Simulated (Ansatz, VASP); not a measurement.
**One calculation of AlSn, two programs**

The input INCAR:

```
SYSTEM = AlSn
ALGO     = Normal         ! electronic algorithm
EDIFF    = 1E-7           ! SCF threshold, eV
ENCUT    = 520            ! plane-wave cutoff, eV
GGA      = PS             ! functional
ISIF     = 2              ! what is computed and relaxed
ISMEAR   = -1             ! smearing method
LASPH    = .True.         ! aspherical terms in the spheres
LCHARG   = .False.        ! write CHGCAR
LREAL    = .False.        ! projectors in reciprocal space
LWAVE    = .False.        ! write WAVECAR
NBANDS   = 16             ! bands
NELM     = 80             ! most SCF steps
PREC     = Accurate       ! precision mode
SIGMA    = 0.05           ! smearing width, eV
```

Contents of KPOINTS:

```
k-points
0
Gamma
  7 7 8
  0 0 0
```

The input POSCAR:

```
AlSn
1.0
    4.1413675035      0.0000000000      0.0000000000
   -2.0706837517      3.5865294644      0.0000000000
    0.0000000000      0.0000000000      3.2621543997
Sn Al
1 1
Direct
    0.3333333333      0.6666666667      0.5000000000
    0.0000000000      0.0000000000      0.0000000000
```

Contents of input.yaml:

```yaml
crystal:
  lattice:
    - [4.1413675035, 0.0, 0.0]
    - [-2.0706837517, 3.5865294644, 0.0]
    - [0.0, 0.0, 3.2621543997]
  atoms:
    - { symbol: Sn, position: [0.3333333333, 0.6666666667, 0.5] }
    - { symbol: Al, position: [0.0, 0.0, 0.0] }
hamiltonian:
  xc: pbesol
  pseudopotentials: { kind: paw }
kpoints:
  mp_grid: { grid: [7, 7, 8] }
scf:
  occupations: { method: fermi_dirac, width: 0.05 }
output:
  forces: true
  stress: true
  eigenvalues: true
```

Change from the starting cell: volume scaled by 0.96.

Alike in both runs: task single point; functional PBEsol; k mesh 7 × 7 × 8; occupations fermi-dirac, width 0.05 eV; no spin polarisation.

|  | VASP | Ansatz |
| --- | --- | --- |
| version | VASP 6.6.1 | Ansatz 0.2.0 |
| potentials or method | VASP PAW PBE potentials, release 64 (Sn_d, Al) | Ansatz PAW |
| plane-wave cutoff (eV) | 520 | 420 |
| valence electrons in the cell | 17 | 17 |

```csv
,VASP,Ansatz,Ansatz less VASP
gap on the k mesh at the Fermi level (eV),none,none,-
pressure (GPa),0.3,0.4,+0.04
largest component of the traceless stress (GPa),0.54,0.54,+0.001
```

A gap of «none» marks a metal or a gap that the smearing closes. With one functional, cell and mesh, what is left measures potentials, basis and numerics.

Caveats: the PAW data sets were made with another functional, which shifts forces and pressure a little (VASP); the PAW data sets come from PBE, with cores solved anew for the run's functional, which leaves a small shift of forces and pressure (Ansatz).
